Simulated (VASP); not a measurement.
VASP runs on Te$_{2}$Pt (space group P-3m1) share one base input (PBE GGA, plane waves, VASP's PBE PAW potentials (set 64)) and change the settings named in each case.

KPOINTS:
```
K-points
0
gamma
 5 5 4
0 0 0
```

### POSCAR
```
Te2Pt
5.22090
  0.7711122603   0.0000000000   0.0000000000
 -0.3855561302   0.6678028692   0.0000000000
  0.0000000000   0.0000000000   1.0000000000
Te Pt
2 1
direct
  0.3333330000   0.6666670000   0.2540000000
  0.6666670000   0.3333330000   0.7460000000
  0.0000000000   0.0000000000   0.0000000000
```

INCAR:
```
EDIFF  =  1E-6
LMAXMIX  =  6
ALGO  =  Normal
NELM  =  100   ! most electronic steps
SYSTEM  =  Te2Pt
LWAVE  =  .FALSE.
ENCUT  =  300   ! plane-wave cut-off (eV)
SIGMA  =  0.1   ! width (eV)
LASPH  =  .TRUE.   ! aspherical one-centre terms
ISMEAR  =  0   ! Gaussian
GGA  =  PE   ! PBE
PREC  =  Accurate
LCHARG  =  .FALSE.
ISIF  =  2
LREAL  =  .FALSE.
```

POTCAR, in this order: Te Pt (PBE.64 set). Program: vasp_std.

| change | E(σ→0) (eV/atom) | pressure (GPa) | −TS (eV) |
|---|---|---|---|
| base run | -4.5086 | 5.69 | -0.0036 |
| GGA = PS | -5.0923 | 1.34 | -0.0037 |
| GGA_COMPAT = .FALSE., LNONCOLLINEAR = .TRUE., LSORBIT = .TRUE., MAGMOM = 0.0 0.0 0.0 0.0 0.0 0.0 0.0 0.0 0.0, program vasp_ncl | -4.6834 | 5.84 | -0.0049 |
| KPOINTS 3×3×2 Γ-centred mesh | -4.4919 | 6.31 | -0.0100 |
 Energies of different potentials or functionals have different zeros.  Unless said otherwise, spin-orbit coupling is left out, though it shifts the bands of the heavy elements here. At 300 eV the pressure can carry a Pulay error.

Left out are runs that ran out of time, are held back, or changed the cell or the kind of run, fixed moments of cells without a moment, rows past the twelfth, gaps on odd meshes, pressures of charged cells and columns that move by less than the noise.

The structure comes from a measured Te2Pt entry of the Crystallography Open Database, whose conditions weren't checked. The cell was not relaxed at this level.
